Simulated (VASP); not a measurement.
All values below come from SCAN meta-GGA, VASP's PBE PAW potentials (set 64) (plane waves; VASP 6.6.1).

A VASP calculation is set up with these files.

### KPOINTS
```
Automatic mesh
0
Gamma
 6 6 4
```

INCAR:
```
LMAXMIX  =  4
SIGMA  =  0.05
LCHARG  =  .FALSE.
METAGGA  =  SCAN
IBRION  =  2
ALGO  =  Normal   # blocked Davidson
NSW  =  60
SYSTEM  =  ZnS
NELM  =  100   # most electronic steps
ISMEAR  =  0   # Gaussian
PREC  =  Accurate
LWAVE  =  .FALSE.
EDIFF  =  1E-6   # SCF stop (eV)
ENCUT  =  400   # plane-wave cut-off (eV)
EDIFFG  =  -0.02
LMIXTAU  =  .TRUE.
ISIF  =  3
LASPH  =  .TRUE.   # aspherical one-centre terms
LREAL  =  .FALSE.   # projection in real space or not
```

**POSCAR**
```
ZnS
1
    3.7833321980     0.0000000000     0.0000000000
   -1.8916660990     3.2764614930     0.0000000000
    0.0000000000     0.0000000000     6.1969199406
Zn S
2 2
Direct
  0.3333330000   0.6666670000   0.0000473114
  0.6666670000   0.3333330000   0.5000473114
  0.3333330000   0.6666670000   0.3747526886
  0.6666670000   0.3333330000   0.8747526886
```

POTCAR, in this order: Zn S (PBE.64 set). Program: vasp_std.

What VASP printed:

File OUTCAR:
```
 ion  position               nearest neighbor table
   1  0.333  0.667  0.000-   4 2.32   4 2.32   4 2.32   3 2.32
   2  0.667  0.333  0.500-   3 2.32   3 2.32   3 2.32   4 2.32
   3  0.333  0.667  0.375-   2 2.32   2 2.32   2 2.32   1 2.32
   4  0.667  0.333  0.875-   1 2.32   1 2.32   1 2.32   2 2.32
  LATTYP: Found a hexagonal cell.
 ALAT       =     3.7833321980
 C/A-ratio  =     1.6379528987
 Subroutine PRICEL returns:
 Original cell was already a primitive cell.
 Subroutine GETGRP returns: Found 12 space group operations
The static configuration has the point symmetry C_3v.
 The point group associated with its full space group is C_6v.
The dynamic configuration has the point symmetry C_3v.
 Subroutine INISYM returns: Found 12 space group operations
 Subroutine IBZKPT returns following result:
 Found     21 irreducible k-points:

 Following reciprocal coordinates:
            Coordinates               Weight
  0.000000  0.000000  0.000000      1.000000
  0.166667 -0.000000  0.000000      6.000000
  0.333333 -0.000000  0.000000      6.000000
  0.500000 -0.000000  0.000000      3.000000
  0.166667  0.166667  0.000000      6.000000
  0.333333  0.166667  0.000000     12.000000
  0.333333  0.333333  0.000000      2.000000
  0.000000  0.000000  0.250000      2.000000
  0.166667 -0.000000  0.250000     12.000000
  0.333333 -0.000000  0.250000     12.000000
  0.500000 -0.000000  0.250000      6.000000
  0.166667  0.166667  0.250000     12.000000
  0.333333  0.166667  0.250000     24.000000
  0.333333  0.333333  0.250000      4.000000
  0.000000  0.000000  0.500000      1.000000
  0.166667 -0.000000  0.500000      6.000000
  0.333333 -0.000000  0.500000      6.000000
  0.500000 -0.000000  0.500000      3.000000
  0.166667  0.166667  0.500000      6.000000
  0.333333  0.166667  0.500000     12.000000
  0.333333  0.333333  0.500000      2.000000
   k-points           NKPTS =     21   k-points in BZ     NKDIM =     21   number of bands    NBANDS=     22
   number of dos      NEDOS =    301   number of ions     NIONS =      4
   total plane-waves  NPLWV =  31360
   dimension x,y,z NGX =    28 NGY =   28 NGZ =   40
   dimension x,y,z NGXF=    56 NGYF=   56 NGZF=   80
   ions per type =               2   2
   PREC   = accura    normal or accurate (medium, high low for compatibility)
   ISTART =      0    job   : 0-new  1-cont  2-samecut
   ICHARG =      2    charge: 1-file 2-atom 10-const
   ISPIN  =      1    spin polarized calculation?
   LNONCOLLINEAR =      F non collinear calculations
   LSORBIT =      F    spin-orbit coupling
   INIWAV =      1    electr: 0-lowe 1-rand  2-diag
   ENCUT  =  400.0 eV  29.40 Ry    5.42 a.u.   6.17  6.17 10.11*2*pi/ulx,y,z
   NELM   =    100;   NELMIN=  2; NELMDL= -5     # of ELM steps
   EDIFF  = 0.1E-05   stopping-criterion for ELM
   LREAL  =      F    real-space projection
   NLSPLINE    = F    spline interpolate recip. space projectors
   LMAXMIX     =    4 max onsite mixed and CHGCAR
   VOSKOWN=      0    Vosko Wilk Nusair interpolation
   EDIFFG = -.2E-01   stopping-criterion for IOM
   NSW    =     60    number of steps for IOM
   NBLOCK =      1;   KBLOCK =     60    inner block; outer block
   IBRION =      2    ionic relax: 0-MD 1-quasi-New 2-CG
   NFREE  =      1    steps in history (QN), initial steepest desc. (CG)
   ISIF   =      3    stress and relaxation
   ISYM   =      2    0-nonsym 1-usesym 2-fastsym
   TEIN   =    0.0    initial temperature
   TEBEG  =    0.0;   TEEND  =   0.0 temperature during run
   SMASS  =  -3.00    Nose mass-parameter (am)
   PSTRESS=    0.0 pullay stress
   NELECT =      36.0000    total number of electrons
   EFERMI =   0.00;   METHOD = LEGACY
   ISMEAR =     0;   SIGMA  =   0.05  broadening in eV -4-tet -1-fermi 0-gaus
...
```

**OSZICAR**
```
       N       E                     dE             d eps       ncg     rms          rms(c)
DAV:   1     0.178340657717E+03    0.17834E+03   -0.15636E+04   924   0.172E+03
DAV:   2    -0.362726417660E+02   -0.21461E+03   -0.20923E+03   972   0.350E+02
DAV:   3    -0.555858944778E+02   -0.19313E+02   -0.19237E+02  1122   0.112E+02
DAV:   4    -0.559656812270E+02   -0.37979E+00   -0.37952E+00  1086   0.162E+01
DAV:   5    -0.559723025195E+02   -0.66213E-02   -0.66206E-02  1134   0.208E+00    0.110E+01
DAV:   6    -0.518334166964E+02    0.41389E+01   -0.34989E+00  1234   0.513E+01    0.960E+00
DAV:   7    -0.492072273556E+02    0.26262E+01   -0.12106E+00   948   0.134E+01    0.438E+00
DAV:   8    -0.501448592514E+02   -0.93763E+00   -0.94082E-01   972   0.623E+00    0.156E+00
DAV:   9    -0.499658450998E+02    0.17901E+00   -0.16014E-01   966   0.375E+00    0.109E+00
DAV:  10    -0.498774864937E+02    0.88359E-01   -0.96883E-02   960   0.292E+00    0.673E-01
DAV:  11    -0.499641476754E+02   -0.86661E-01   -0.90293E-02   930   0.300E+00    0.179E-01
DAV:  12    -0.499668184481E+02   -0.26708E-02   -0.89875E-03  1032   0.104E+00    0.787E-02
DAV:  13    -0.499698898097E+02   -0.30714E-02   -0.36392E-03  1038   0.548E-01    0.710E-02
DAV:  14    -0.499670476286E+02    0.28422E-02   -0.28994E-03   966   0.604E-01    0.401E-02
DAV:  15    -0.499694822137E+02   -0.24346E-02   -0.10052E-03   996   0.294E-01    0.145E-02
DAV:  16    -0.499703474317E+02   -0.86522E-03   -0.47731E-04   996   0.226E-01    0.162E-02
DAV:  17    -0.499703312031E+02    0.16229E-04   -0.14602E-05  1128   0.417E-02    0.190E-02
DAV:  18    -0.499703640642E+02   -0.32861E-04   -0.15763E-05  1080   0.470E-02    0.386E-03
DAV:  19    -0.499703559423E+02    0.81219E-05   -0.85048E-06  1008   0.348E-02    0.337E-03
DAV:  20    -0.499703570607E+02   -0.11183E-05   -0.41696E-07   630   0.602E-03    0.160E-03
DAV:  21    -0.499703546699E+02    0.23908E-05   -0.18292E-07   588   0.532E-03    0.659E-04
DAV:  22    -0.499703531689E+02    0.15010E-05   -0.79130E-08   570   0.365E-03    0.429E-04
DAV:  23    -0.499703521949E+02    0.97405E-06   -0.21753E-08   570   0.154E-03
   1 F= -.49970352E+02 E0= -.49970352E+02  d E =-.499704E+02
       N       E                     dE             d eps       ncg     rms          rms(c)
DAV:   1    -0.499860212188E+02   -0.15668E-01   -0.23919E-01  1074   0.949E+00    0.951E-01
DAV:   2    -0.499722111580E+02    0.13810E-01   -0.55100E-02  1056   0.581E+00    0.387E-01
DAV:   3    -0.499708331739E+02    0.13780E-02   -0.25278E-03   980   0.423E-01    0.187E-01
DAV:   4    -0.499704982806E+02    0.33489E-03   -0.12663E-03   936   0.295E-01    0.103E-01
DAV:   5    -0.499701336277E+02    0.36465E-03   -0.11525E-03   936   0.323E-01    0.433E-02
DAV:   6    -0.499706350235E+02   -0.50140E-03   -0.61177E-04   936   0.288E-01    0.109E-02
DAV:   7    -0.499706751355E+02   -0.40112E-04   -0.63708E-05  1016   0.112E-01    0.116E-02
DAV:   8    -0.499706578659E+02    0.17270E-04   -0.18569E-05   960   0.547E-02    0.805E-03
DAV:   9    -0.499706773435E+02   -0.19478E-04   -0.14573E-05   960   0.440E-02    0.582E-03
DAV:  10    -0.499706742232E+02    0.31203E-05   -0.26522E-06   822   0.176E-02    0.758E-04
DAV:  11    -0.499706755586E+02   -0.13353E-05   -0.17207E-07   576   0.493E-03    0.576E-04
DAV:  12    -0.499706751250E+02    0.43359E-06   -0.22028E-08   522   0.145E-03
   2 F= -.49970675E+02 E0= -.49970675E+02  d E =-.322930E-03
```

**OUTCAR**
```
------------------------ aborting loop because EDIFF is reached ----------------------------------------
  FORCE on cell =-STRESS in cart. coord.  units (eV):
  Direction    XX          YY          ZZ          XY          YZ          ZX
  --------------------------------------------------------------------------------------
  Total       -0.0604039     -0.0604039     -0.0555576      0.0000000      0.0000000     -0.0000000
  in kB       -1.2514766     -1.2514764     -1.1510688      0.0000000      0.0000000     -0.0000000
  external PRESSURE =      -1.2180072 kB  Pullay stress =       0.0000000 kB
  volume of cell :       77.33
      direct lattice vectors                 reciprocal lattice vectors
     3.790816182  0.000000000 -0.000000000     0.263795434  0.152302379 -0.000000000
    -1.895408091  3.282942811  0.000000000    -0.000000000  0.304604758 -0.000000000
     0.000000000  0.000000000  6.213796846     0.000000000  0.000000000  0.160932201
  FREE ENERGIE OF THE ION-ELECTRON SYSTEM (eV)
  ---------------------------------------------------
  free  energy   TOTEN  =       -49.9706751250 eV

  energy  without entropy=      -49.9706751250  energy(sigma->0) =      -49.97067512

 reached required accuracy - stopping structural energy minimisation
```
(Selected blocks of OUTCAR.)

CONTCAR:
```
ZnS
   1.00000000000000
     3.7908161816623176    0.0000000000000000   -0.0000000000000000
    -1.8954080908311588    3.2829428111842947    0.0000000000000000
     0.0000000000000000    0.0000000000000000    6.2137968462402089
  Zn              S
     2     2
Direct
     0.3333330000000032    0.6666669999999968    0.9999291303124543
     0.6666669999999968    0.3333330000000032    0.4999291303124543
     0.3333330000000032    0.6666669999999968    0.3748708696875462
     0.6666669999999968    0.3333330000000032    0.8748708696875461
```

### OUTCAR
```
 val. band max:        2.0091828367   @ k =   0.0000   0.0000   0.0000

 cond. band min:       4.8063260966   @ k =   0.0000   0.0000   0.0000


 Fermi energy:         2.2873943018

 k-point     1 :       0.0000    0.0000    0.0000
  band No.  band energies     occupation
      1     -11.8586      2.00000
      2     -10.8751      2.00000
      3      -4.5714      2.00000
      4      -4.5631      2.00000
      5      -4.5631      2.00000
      6      -4.4695      2.00000
      7      -4.4694      2.00000
      8      -4.0348      2.00000
      9      -4.0348      2.00000
     10      -3.9565      2.00000
     11      -3.9565      2.00000
     12      -3.8162      2.00000
     13      -3.5480      2.00000
     14       1.0670      2.00000
     15       1.0670      2.00000
     16       1.9323      2.00000
     17       2.0092      2.00000
     18       2.0092      2.00000
     19       4.8063      0.00000
     20       5.5977      0.00000
     21       8.7691      0.00000
     22       8.7694      0.00000

 k-point     2 :       0.1667   -0.0000    0.0000
  band No.  band energies     occupation
      1     -11.6665      2.00000
      2     -10.7707      2.00000
      3      -4.5759      2.00000
      4      -4.5312      2.00000
      5      -4.5251      2.00000
      6      -4.4420      2.00000
      7      -4.4134      2.00000
      8      -4.0623      2.00000
      9      -4.0407      2.00000
     10      -4.0346      2.00000
     11      -3.9470      2.00000
     12      -3.7542      2.00000
     13      -3.2684      2.00000
     14      -0.1809      2.00000
     15       0.6511      2.00000
     16       0.7038      2.00000
     17       1.6741      2.00000
     18       1.7707      2.00000
     19       5.9203      0.00000
     20       6.5376      0.00000
     21       8.2335      0.00000
     22       9.2638      0.00000

 k-point     3 :       0.3333   -0.0000    0.0000
  band No.  band energies     occupation
      1     -11.2055      2.00000
...
```

The structure comes from a measured ZnS entry (P6_3mc) of the Crystallography Open Database, whose conditions weren't checked. This run relaxes it. Symmetry was kept, so distortions that lower it aren't found. The start is the result of an earlier pass.
